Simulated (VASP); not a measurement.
A VASP calculation is set up with these files.

**POSCAR**
```
GeOs
1
   -1.6908430000     1.6908430000     5.7243620000
    1.6908430000    -1.6908430000     5.7243620000
    1.6908430000     1.6908430000    -5.7243620000
Os Ge
2 2
Direct
  0.7500000000   0.7500000000   0.0000000000
  0.5000000000   0.0000000000   0.5000000000
  0.1660000000   0.1660000000   0.0000000000
  0.9160000000   0.4160000000   0.5000000000
```

KPOINTS:
```
Automatic mesh
0
Gamma
10 10 10
0 0 0
```

INCAR:
```
SYSTEM = GeOs
PREC = Accurate
ENCUT = 400
EDIFF = 1E-6
NELM = 100
ALGO = Normal
LREAL = .FALSE.
LASPH = .TRUE.
ISMEAR = 1
SIGMA = 0.1
GGA = PE
LMAXMIX = 6
LWAVE = .FALSE.
LCHARG = .FALSE.
ISIF = 2
NBANDS = 21
```

POTCAR, in this order: Os Ge_d (PBE.64 set). Program: vasp_std.

Output of the run:

standard output:
```
 POSCAR found type information on POSCAR OsGe
 POSCAR found :  2 types and       4 ions
 Reading from existing POTCAR
 Reading from existing POTCAR
 LDA part: xc-table for (Slater+PW92), standard interpolation

 -----------------------------------------------------------------------------
|                                                                             |
|     EEEEEEE  RRRRRR   RRRRRR   OOOOOOO  RRRRRR      ###     ###     ###     |
|     E        R     R  R     R  O     O  R     R     ###     ###     ###     |
|     E        R     R  R     R  O     O  R     R     ###     ###     ###     |
|     EEEEE    RRRRRR   RRRRRR   O     O  RRRRRR       #       #       #      |
|     E        R   R    R   R    O     O  R   R                               |
|     E        R    R   R    R   O     O  R    R      ###     ###     ###     |
|     EEEEEEE  R     R  R     R  OOOOOOO  R     R     ###     ###     ###     |
|                                                                             |
|     The number of bands is not sufficient to hold all electrons. I am       |
|     sorry, but this calculation does not make sense. If you want to         |
|     calculate only selected states, you need to set either EFERMI or        |
|     EREF. EREF specifies around which energy states are supposed to be      |
|     calculated.                                                             |
|     I found NBANDS = 21, NELECT = 44.                                       |
|                                                                             |
|       ---->  I REFUSE TO CONTINUE WITH THIS SICK JOB ... BYE!!! <----       |
|                                                                             |
 -----------------------------------------------------------------------------
```

Task: From input and log, find the fault in this run and mend it.

Result: The cause: NBANDS is too small to hold all electrons. VASP stops with an error: The number of bands is not sufficient to hold all electrons. I am sorry, but this calculation does not make sense. If you want to calculate only selected states, you need to set either EFERMI or EREF. EREF specifies around which energy states are supposed to be calculated. I found NBANDS = 21, NELECT = 44. ----> I REFUSE TO CONTINUE WITH THIS SICK JOB ... BYE!!! <---- To mend it, remove NBANDS.

The mended run (PBE GGA, plane waves, VASP's PBE PAW potentials (set 64)) converges, and its OSZICAR ends with
```
   1 F= -.30152206E+02 E0= -.30151277E+02  d E =-.278628E-02
```

The structure was generated: GeOs was put into the NbAs type (I4_1md), which need not be its known phase. The cell was not relaxed at this level.
